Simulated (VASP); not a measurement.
Crystal: MgAl2Sb2.

```
CELL_PARAMETERS angstrom
4.60384 0.00000 0.00000
-2.30192 3.98704 0.00000
0.00000 0.00000 7.08632
ATOMIC_POSITIONS crystal
Sb 0.33333 0.66667 0.23031
Sb 0.66667 0.33333 0.76969
Al 0.33333 0.66667 0.62921
Al 0.66667 0.33333 0.37079
Mg 0.00000 0.00000 0.00000
```

The cell comes from a database or a generator and needn't be the stable form of this composition.

| Item | Value |
| --- | --- |
| Program | VASP 6.6.1 |
| Task | single point |
| Functional | PBE |
| Potentials or basis | VASP PAW PBE potentials, release 64 (Sb, Al, Mg) |
| Cutoff | 520 eV |
| k mesh | 7 × 7 × 4 |
| Occupations | fermi-dirac, width 0.05 eV |
| Spin | no spin polarisation |

On this cell: pressure 0.3 GPa; largest force 0.090 eV/Å; band gap on the k mesh none (metal or under the smearing width).

The same run follows on a disturbed copy (atoms moved at random, drawn with an rms of 0.05 Å):

```
CELL_PARAMETERS angstrom
4.60384 0.00000 0.00000
-2.30192 3.98704 0.00000
0.00000 0.00000 7.08632
ATOMIC_POSITIONS crystal
Sb 0.33405 0.66755 0.23001
Sb 0.66583 0.33167 0.77159
Al 0.34024 0.66806 0.62382
Al 0.65748 0.33350 0.36743
Mg 0.00307 0.00134 0.00195
```

Problem. What changes?

Solution. The energy (extrapolated to zero smearing) moves by +2.6 meV/atom; pressure 0.3 GPa; largest force 0.297 eV/Å; band gap on the k mesh none (metal or under the smearing width).

Forces on the atoms (eV/Å):
```
Sb  -0.135 -0.002 -0.167
Sb   0.089  0.040 -0.117
Al  -0.111 -0.032  0.274
Al   0.178  0.004  0.047
Mg  -0.021 -0.010 -0.037
```

Stress tensor (GPa, compression positive):
```
 0.40 -0.44  0.24
-0.44  0.53  0.02
 0.24  0.02 -0.07
```
